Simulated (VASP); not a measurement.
A VASP calculation is set up with these files.

File POSCAR:
```
BAs
5.5231110
  0.6039786871   0.0000000000   0.0000000000
 -0.3019893435   0.5230609686   0.0000000000
  0.0000000000   0.0000000000   0.9999999277
B As
2 2
Direct
  0.3333330000   0.6666670000   0.3745560977
  0.6666670000   0.3333330000   0.8745560977
  0.3333330000   0.6666670000   0.0004439023
  0.6666670000   0.3333330000   0.5004439023
```

**KPOINTS**
```
Automatic mesh
0
Gamma
9 9 5
0 0 0
```

**INCAR**
```
SYSTEM = BAs
PREC = Accurate
ENCUT = 520
EDIFF = 1E-7
NELM = 100
ALGO = Normal
LREAL = .FALSE.
LASPH = .TRUE.
ISMEAR = -5
LMAXMIX = 4
LWAVE = .FALSE.
LCHARG = .TRUE.
LORBIT = 11
NEDOS = 601
ISIF = 2
LEFG = .TRUE.
```

POTCAR, in this order: B As (LDA.64 set). Program: vasp_std.

Translate this LDA calculation to Quantum ESPRESSO's pw.x.

One equivalent input (not run):
```
&CONTROL
  calculation = 'scf'
  pseudo_dir = './pseudo'
  outdir = './out'
  tprnfor = .true.
  tstress = .true.
/
&SYSTEM
  ibrav = 0
  nat = 4
  ntyp = 2
  ecutwfc = 80
  occupations = 'tetrahedra'
  input_dft = 'pz'
/
&ELECTRONS
  conv_thr = 7.3e-09
  electron_maxstep = 100
/
ATOMIC_SPECIES
  B 10.810 B.upf
  As 74.922 As.upf
CELL_PARAMETERS angstrom
     3.3358413   -0.0000000   -0.0000000
    -1.6679207    2.8889238    0.0000000
    -0.0000000   -0.0000000    5.5231106
ATOMIC_POSITIONS crystal
  B    0.3333330  0.6666670  0.3745561
  B    0.6666670  0.3333330  0.8745561
  As   0.3333330  0.6666670  0.0004439
  As   0.6666670  0.3333330  0.5004439
K_POINTS automatic
  9 9 5 0 0 0
```
Limits of the translation: the potentials are each code's own (VASP's PAW set, PseudoDojo norm-conserving files in pw.x), so ENCUT and ecutwfc are chosen apart and not converted; conv_thr bounds pw.x's estimated SCF error, while EDIFF bounds the energy change between steps; the field gradients of LEFG aren't asked of the other code.

The structure comes from a computed database's BAs entry (P6_3mc); how it stands against other phases isn't given here. It was relaxed first.
